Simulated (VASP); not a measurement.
All values below come from PBEsol GGA with spin-orbit coupling, VASP's PBE PAW potentials (set 64) (plane waves; VASP).

A VASP calculation is set up with these files.

### INCAR
```
SYSTEM = Tb(SiRu)2
PREC = Accurate
ENCUT = 300
EDIFF = 1E-6
NELM = 100
ALGO = Normal
LREAL = .FALSE.
LASPH = .TRUE.
ISMEAR = 0
SIGMA = 0.1
GGA = PS
LMAXMIX = 6
LWAVE = .FALSE.
LCHARG = .FALSE.
ISIF = 2
LSORBIT = .TRUE.
LNONCOLLINEAR = .TRUE.
MAGMOM = 0.0 0.0 0.0 0.0 0.0 0.0 0.0 0.0 6.0 0.0 0.0 0.0 0.0 0.0 0.0
GGA_COMPAT = .FALSE.
LORBIT = 11
```

KPOINTS:
```
Regular mesh
0
Gamma
5 5 5
0 0 0
```

### POSCAR
```
Tb(SiRu)2
5.5825910
 -0.3696468181   0.3696468181   0.8524801477
  0.3696468181  -0.3696468181   0.8524801477
  0.3696468181   0.3696468181  -0.8524801477
Ru Tb Si
2 1 2
Cartesian
  0.0000000000   0.3696468181   0.4262400738
  0.3696468181   0.0000000000   0.4262400738
  0.0000000000   0.0000000000   0.0000000000
  0.0000000000  -0.0000000000   0.6325402696
  0.0000000000  -0.0000000000   1.0724200258
```

POTCAR, in this order: Ru_pv Tb Si (PBE.64 set). Program: vasp_ncl.

The resulting files:

OSZICAR:
```
...
DAV:  12    -0.511906236348E+02    0.31548E+00   -0.77470E-01  4584   0.516E+00    0.473E+01
DAV:  13    -0.505012200991E+02    0.68940E+00   -0.13712E-01  4656   0.670E+00    0.372E+01
DAV:  14    -0.494836900599E+02    0.10175E+01   -0.26401E-01  4232   0.139E+01    0.286E+01
DAV:  15    -0.483883642448E+02    0.10953E+01   -0.33985E-01  4312   0.201E+01    0.226E+01
DAV:  16    -0.481708402268E+02    0.21752E+00   -0.23483E-01  5184   0.461E+00    0.219E+01
DAV:  17    -0.481882783070E+02   -0.17438E-01   -0.67476E-02  4872   0.108E+00    0.244E+01
DAV:  18    -0.481702610084E+02    0.18017E-01   -0.16255E-03  4720   0.421E-01    0.241E+01
DAV:  19    -0.481736158517E+02   -0.33548E-02   -0.58525E-04  4952   0.163E-01    0.243E+01
DAV:  20    -0.481589593655E+02    0.14656E-01   -0.30038E-04  4232   0.441E-01    0.246E+01
DAV:  21    -0.479273511012E+02    0.23161E+00   -0.25323E-02  3744   0.559E+00    0.250E+01
DAV:  22    -0.472812452304E+02    0.64611E+00   -0.11720E+00  3608   0.224E+01    0.189E+01
DAV:  23    -0.472877193798E+02   -0.64741E-02   -0.10012E-01  4376   0.154E+00    0.185E+01
DAV:  24    -0.472867434835E+02    0.97590E-03   -0.66511E-03  5288   0.611E-01    0.191E+01
DAV:  25    -0.472856740786E+02    0.10694E-02   -0.93593E-04  5072   0.138E-01    0.188E+01
DAV:  26    -0.472817641148E+02    0.39100E-02   -0.44415E-04  4328   0.293E-01    0.186E+01
DAV:  27    -0.472794136552E+02    0.23505E-02   -0.56889E-04  4512   0.248E-01    0.198E+01
DAV:  28    -0.472850021596E+02   -0.55885E-02   -0.23291E-03  5000   0.456E-01    0.212E+01
DAV:  29    -0.472982102323E+02   -0.13208E-01   -0.43639E-03  4848   0.799E-01    0.239E+01
DAV:  30    -0.473030921819E+02   -0.48819E-02   -0.89081E-04  5256   0.207E-01    0.244E+01
DAV:  31    -0.472835723194E+02    0.19520E-01   -0.10418E-02  4056   0.153E+00    0.238E+01
DAV:  32    -0.472584179241E+02    0.25154E-01   -0.12069E-02  4472   0.188E+00    0.243E+01
DAV:  33    -0.472577323706E+02    0.68555E-03   -0.18231E-03  4656   0.190E-01    0.241E+01
DAV:  34    -0.472579446626E+02   -0.21229E-03   -0.19491E-04  4888   0.150E-01    0.241E+01
DAV:  35    -0.472575310493E+02    0.41361E-03   -0.61752E-04  4768   0.409E-01    0.238E+01
DAV:  36    -0.472598045145E+02   -0.22735E-02   -0.14902E-03  4760   0.593E-01    0.241E+01
DAV:  37    -0.472566325309E+02    0.31720E-02   -0.75808E-03  3872   0.140E+00    0.233E+01
DAV:  38    -0.472567889889E+02   -0.15646E-03   -0.20826E-03  5096   0.472E-01    0.226E+01
DAV:  39    -0.472568448964E+02   -0.55907E-04   -0.42401E-04  5168   0.150E-01    0.224E+01
DAV:  40    -0.472569307006E+02   -0.85804E-04   -0.16658E-04  5456   0.132E-01    0.224E+01
DAV:  41    -0.472561873162E+02    0.74338E-03   -0.79897E-04  4480   0.305E-01    0.228E+01
DAV:  42    -0.472564775500E+02   -0.29023E-03   -0.68380E-05  4584   0.588E-02    0.227E+01
DAV:  43    -0.472565087502E+02   -0.31200E-04   -0.84139E-06  4240   0.163E-02    0.227E+01
DAV:  44    -0.472565174877E+02   -0.87376E-05   -0.22256E-05  3376   0.564E-02    0.227E+01
DAV:  45    -0.472536917607E+02    0.28257E-02   -0.13689E-03  4192   0.451E-01    0.231E+01
DAV:  46    -0.472565954666E+02   -0.29037E-02   -0.95902E-03  4176   0.127E+00    0.217E+01
DAV:  47    -0.472559659811E+02    0.62949E-03   -0.62470E-04  4736   0.183E-01    0.219E+01
DAV:  48    -0.472590872402E+02   -0.31213E-02   -0.11981E-03  4408   0.452E-01    0.219E+01
DAV:  49    -0.472618000597E+02   -0.27128E-02   -0.62213E-04  5128   0.315E-01    0.217E+01
DAV:  50    -0.472660565428E+02   -0.42565E-02   -0.11868E-03  5192   0.433E-01    0.209E+01
DAV:  51    -0.472932969023E+02   -0.27240E-01   -0.48186E-02  4512   0.317E+00    0.172E+01
DAV:  52    -0.472932089389E+02    0.87963E-04   -0.35048E-03  4944   0.528E-01    0.169E+01
DAV:  53    -0.472887892015E+02    0.44197E-02   -0.83588E-04  5448   0.307E-01    0.166E+01
DAV:  54    -0.472718491746E+02    0.16940E-01   -0.64010E-03  4192   0.112E+00    0.153E+01
DAV:  55    -0.472751911829E+02   -0.33420E-02   -0.13783E-03  5048   0.642E-01    0.143E+01
DAV:  56    -0.472506985770E+02    0.24493E-01   -0.47457E-02  4104   0.244E+00    0.139E+01
DAV:  57    -0.472526733838E+02   -0.19748E-02   -0.31462E-03  4904   0.887E-01    0.138E+01
DAV:  58    -0.472522241335E+02    0.44925E-03   -0.95208E-04  5200   0.269E-01    0.141E+01
DAV:  59    -0.472519246107E+02    0.29952E-03   -0.19790E-04  4968   0.886E-02    0.141E+01
DAV:  60    -0.472519478346E+02   -0.23224E-04   -0.28239E-05  5264   0.770E-02    0.141E+01
DAV:  61    -0.472528157418E+02   -0.86791E-03   -0.84043E-03  3896   0.133E+00    0.125E+01
DAV:  62    -0.472515317208E+02    0.12840E-02   -0.57792E-03  4032   0.120E+00    0.131E+01
DAV:  63    -0.472511437812E+02    0.38794E-03   -0.14191E-03  4112   0.604E-01    0.128E+01
DAV:  64    -0.472512846990E+02   -0.14092E-03   -0.40526E-04  4704   0.241E-01    0.127E+01
DAV:  65    -0.472498941662E+02    0.13905E-02   -0.80381E-04  4544   0.371E-01    0.128E+01
DAV:  66    -0.472515372163E+02   -0.16431E-02   -0.68844E-03  4368   0.123E+00    0.104E+01
DAV:  67    -0.472483990325E+02    0.31382E-02   -0.28181E-03  4688   0.773E-01    0.943E+00
DAV:  68    -0.472469254722E+02    0.14736E-02   -0.15707E-03  4376   0.538E-01    0.102E+01
DAV:  69    -0.472439987331E+02    0.29267E-02   -0.25086E-03  4512   0.602E-01    0.118E+01
DAV:  70    -0.472433240313E+02    0.67470E-03   -0.85573E-04  5232   0.190E-01    0.123E+01
DAV:  71    -0.472432976845E+02    0.26347E-04   -0.64605E-04  3888   0.281E-01    0.122E+01
DAV:  72    -0.472430134432E+02    0.28424E-03   -0.25114E-04  3408   0.133E-01    0.124E+01
DAV:  73    -0.472428903138E+02    0.12313E-03   -0.48766E-05  4344   0.450E-02    0.124E+01
DAV:  74    -0.472428005058E+02    0.89808E-04   -0.10280E-05  4616   0.172E-02    0.124E+01
DAV:  75    -0.472431298881E+02   -0.32938E-03   -0.19655E-04  3344   0.101E-01    0.126E+01
DAV:  76    -0.472453639394E+02   -0.22341E-02   -0.18029E-02  4488   0.184E+00    0.588E+00
DAV:  77    -0.472478096789E+02   -0.24457E-02   -0.65056E-03  4432   0.620E-01    0.560E+00
DAV:  78    -0.472477598951E+02    0.49784E-04   -0.18669E-03  4048   0.336E-01    0.594E+00
DAV:  79    -0.472473787946E+02    0.38110E-03   -0.16033E-03  3400   0.271E-01    0.659E+00
DAV:  80    -0.472466102648E+02    0.76853E-03   -0.20293E-03  3272   0.313E-01    0.726E+00
DAV:  81    -0.472491246751E+02   -0.25144E-02   -0.55930E-03  3968   0.105E+00    0.617E+00
DAV:  82    -0.472494240266E+02   -0.29935E-03   -0.92101E-04  4560   0.230E-01    0.621E+00
DAV:  83    -0.472488547568E+02    0.56927E-03   -0.45283E-04  3528   0.238E-01    0.612E+00
DAV:  84    -0.472494177312E+02   -0.56297E-03   -0.73568E-04  3680   0.271E-01    0.582E+00
DAV:  85    -0.472500507792E+02   -0.63305E-03   -0.83454E-04  3768   0.260E-01    0.561E+00
DAV:  86    -0.472514532048E+02   -0.14024E-02   -0.46945E-03  4872   0.951E-01    0.581E+00
DAV:  87    -0.472506472240E+02    0.80598E-03   -0.13481E-03  4960   0.382E-01    0.560E+00
DAV:  88    -0.472508227248E+02   -0.17550E-03   -0.16462E-04  4856   0.187E-01    0.545E+00
DAV:  89    -0.472513447635E+02   -0.52204E-03   -0.23340E-04  4736   0.279E-01    0.542E+00
DAV:  90    -0.472517313976E+02   -0.38663E-03   -0.16976E-04  5232   0.232E-01    0.520E+00
DAV:  91    -0.472516828510E+02    0.48547E-04   -0.25466E-04  4616   0.334E-01    0.481E+00
DAV:  92    -0.472518903986E+02   -0.20755E-03   -0.22587E-04  5048   0.352E-01    0.456E+00
DAV:  93    -0.472519868823E+02   -0.96484E-04   -0.56971E-04  4904   0.381E-01    0.445E+00
DAV:  94    -0.472520037622E+02   -0.16880E-04   -0.25115E-04  5840   0.170E-01    0.446E+00
DAV:  95    -0.472520111315E+02   -0.73693E-05   -0.52131E-05  5624   0.550E-02    0.444E+00
DAV:  96    -0.472519907973E+02    0.20334E-04   -0.22205E-04  4912   0.349E-01    0.440E+00
DAV:  97    -0.472515632958E+02    0.42750E-03   -0.59813E-04  4928   0.466E-01    0.454E+00
DAV:  98    -0.472514451380E+02    0.11816E-03   -0.26711E-04  5592   0.224E-01    0.456E+00
DAV:  99    -0.472508195591E+02    0.62558E-03   -0.43599E-04  4720   0.359E-01    0.459E+00
DAV: 100    -0.472454559159E+02    0.53636E-02   -0.71775E-03  4776   0.141E+00
   1 F= -.47245456E+02 E0= -.47216972E+02  d E =-.569675E-01  mag=    -0.0000     0.0000     5.9890
```

File OUTCAR:
```
------------------------ aborting loop EDIFF was not reached (unconverged)  ----------------------------
  FORCE on cell =-STRESS in cart. coord.  units (eV):
  Direction    XX          YY          ZZ          XY          YZ          ZX
  --------------------------------------------------------------------------------------
  Total       -0.2347215     -0.2347215      0.1296429      0.0001446      0.0000000      0.0000000
  in kB       -4.6391426     -4.6391426      2.5623226      0.0028579      0.0000000      0.0000000
  external PRESSURE =      -2.2386542 kB  Pullay stress =       0.0000000 kB
  volume of cell :       81.06
      direct lattice vectors                 reciprocal lattice vectors
    -2.063587000  2.063587000  4.759048000     0.000000000  0.242296545  0.105063029
     2.063587000 -2.063587000  4.759048000     0.242296545  0.000000000  0.105063029
     2.063587000  2.063587000 -4.759048000     0.242296545  0.242296545  0.000000000
 POSITION                                       TOTAL-FORCE (eV/Angst)
 -----------------------------------------------------------------------------------
      0.00000      2.06359      2.37952        -0.000000     -0.000000     -0.000000
      2.06359      0.00000      2.37952        -0.000000     -0.000000     -0.000000
      0.00000      0.00000      0.00000        -0.000000     -0.000000     -0.000000
      0.00000      0.00000      3.53121         0.000000      0.000000     -0.216314
      0.00000      0.00000      5.98688         0.000000      0.000000      0.216314
 -----------------------------------------------------------------------------------
    total drift:                                0.000000      0.000000     -0.000000
  FREE ENERGIE OF THE ION-ELECTRON SYSTEM (eV)
  ---------------------------------------------------
  free  energy   TOTEN  =       -47.2454559159 eV

  energy  without entropy=      -47.1884884085  energy(sigma->0) =      -47.21697216

 total charge

# of ion       s       p       d       f       tot
--------------------------------------------------
    1        0.364   6.294   6.193   0.000  12.851
    2        0.364   6.294   6.193   0.000  12.851
    3        2.038   5.652   0.500   8.079  16.269
    4        0.761   0.945   0.000   0.000   1.707
    5        0.761   0.945   0.000   0.000   1.707
--------------------------------------------------
tot          4.289  20.130  12.887   8.079  45.385

 magnetization (x)

# of ion       s       p       d       f       tot
--------------------------------------------------
    1        0.000   0.000   0.000   0.000   0.000
    2       -0.000   0.000   0.000   0.000   0.000
    3        0.000   0.000   0.000  -0.000  -0.000
    4       -0.000  -0.000   0.000   0.000  -0.000
    5        0.000  -0.000   0.000   0.000  -0.000
--------------------------------------------------
tot         -0.000  -0.000   0.000  -0.000  -0.000

 magnetization (y)

# of ion       s       p       d       f       tot
--------------------------------------------------
    1        0.000  -0.000  -0.000   0.000  -0.000
    2        0.000  -0.000   0.000   0.000  -0.000
    3       -0.000   0.000  -0.000   0.000  -0.000
    4        0.000   0.000   0.000   0.000   0.000
    5        0.000   0.000   0.000   0.000   0.000
--------------------------------------------------
tot          0.000   0.000  -0.000   0.000  -0.000

 magnetization (z)

# of ion       s       p       d       f       tot
--------------------------------------------------
    1       -0.002   0.002   0.047   0.000   0.047
    2       -0.002   0.002   0.047   0.000   0.047
    3       -0.002  -0.041   0.063   5.694   5.714
    4       -0.002  -0.001   0.000   0.000  -0.003
    5       -0.002  -0.001   0.000   0.000  -0.003
--------------------------------------------------
tot         -0.009  -0.040   0.158   5.694   5.803

 Ion:    1  E_soc:     -0.2626212

 Ion:    2  E_soc:     -0.2626212

 Ion:    3  E_soc:     -1.5764190

 Ion:    4  E_soc:     -0.0006857

 Ion:    5  E_soc:     -0.0006857
```
(Selected blocks of OUTCAR.)

### stdout
```
...
DAV:  81    -0.472491246751E+02   -0.25144E-02   -0.55930E-03  3968   0.105E+00    0.617E+00
DAV:  82    -0.472494240266E+02   -0.29935E-03   -0.92101E-04  4560   0.230E-01    0.621E+00
DAV:  83    -0.472488547568E+02    0.56927E-03   -0.45283E-04  3528   0.238E-01    0.612E+00
DAV:  84    -0.472494177312E+02   -0.56297E-03   -0.73568E-04  3680   0.271E-01    0.582E+00
DAV:  85    -0.472500507792E+02   -0.63305E-03   -0.83454E-04  3768   0.260E-01    0.561E+00
DAV:  86    -0.472514532048E+02   -0.14024E-02   -0.46945E-03  4872   0.951E-01    0.581E+00
DAV:  87    -0.472506472240E+02    0.80598E-03   -0.13481E-03  4960   0.382E-01    0.560E+00
DAV:  88    -0.472508227248E+02   -0.17550E-03   -0.16462E-04  4856   0.187E-01    0.545E+00
DAV:  89    -0.472513447635E+02   -0.52204E-03   -0.23340E-04  4736   0.279E-01    0.542E+00
DAV:  90    -0.472517313976E+02   -0.38663E-03   -0.16976E-04  5232   0.232E-01    0.520E+00
DAV:  91    -0.472516828510E+02    0.48547E-04   -0.25466E-04  4616   0.334E-01    0.481E+00
DAV:  92    -0.472518903986E+02   -0.20755E-03   -0.22587E-04  5048   0.352E-01    0.456E+00
DAV:  93    -0.472519868823E+02   -0.96484E-04   -0.56971E-04  4904   0.381E-01    0.445E+00
DAV:  94    -0.472520037622E+02   -0.16880E-04   -0.25115E-04  5840   0.170E-01    0.446E+00
DAV:  95    -0.472520111315E+02   -0.73693E-05   -0.52131E-05  5624   0.550E-02    0.444E+00
DAV:  96    -0.472519907973E+02    0.20334E-04   -0.22205E-04  4912   0.349E-01    0.440E+00
DAV:  97    -0.472515632958E+02    0.42750E-03   -0.59813E-04  4928   0.466E-01    0.454E+00
DAV:  98    -0.472514451380E+02    0.11816E-03   -0.26711E-04  5592   0.224E-01    0.456E+00
DAV:  99    -0.472508195591E+02    0.62558E-03   -0.43599E-04  4720   0.359E-01    0.459E+00
DAV: 100    -0.472454559159E+02    0.53636E-02   -0.71775E-03  4776   0.141E+00

 -----------------------------------------------------------------------------
|                                                                             |
|           W    W    AA    RRRRR   N    N  II  N    N   GGGG   !!!           |
|           W    W   A  A   R    R  NN   N  II  NN   N  G    G  !!!           |
|           W    W  A    A  R    R  N N  N  II  N N  N  G       !!!           |
|           W WW W  AAAAAA  RRRRR   N  N N  II  N  N N  G  GGG   !            |
|           WW  WW  A    A  R   R   N   NN  II  N   NN  G    G                |
|           W    W  A    A  R    R  N    N  II  N    N   GGGG   !!!           |
|                                                                             |
|     The electronic self-consistency was not achieved in the given           |
|     number of steps (NELM). The forces and other quantities evaluated       |
|     might not be reliable so examine the results carefully. If you find     |
|     spurious results, we suggest increasing NELM, if you were close to      |
|     convergence or switching to a different ALGO or adjusting the           |
|     density mixing parameters otherwise.                                    |
|                                                                             |
 -----------------------------------------------------------------------------

   1 F= -.47245456E+02 E0= -.47216972E+02  d E =-.569675E-01  mag=    -0.0000     0.0000     5.9890
```

The run did not converge; its last values are not results.

At this cut-off the stress carries a Pulay error, which pulls relaxed volumes low.

The structure comes from a measured Ru2TbSi2 entry of the Crystallography Open Database, whose conditions weren't checked. The cell was not relaxed at this level. The k-mesh is coarse (spacing up to 0.43 per Å, 2π included), so the numbers may not be converged in it. The run is one of a series of settings (GGA_COMPAT = .FALSE., ISPIN removed, LNONCOLLINEAR = .TRUE., LSORBIT = .TRUE., MAGMOM = 0.0 0.0 0.0 0.0 0.0 0.0 0.0 0.0 6.0 0.0 0.0 0.0 0.0 0.0 0.0, program vasp_ncl against the base run), some of them coarse on purpose.
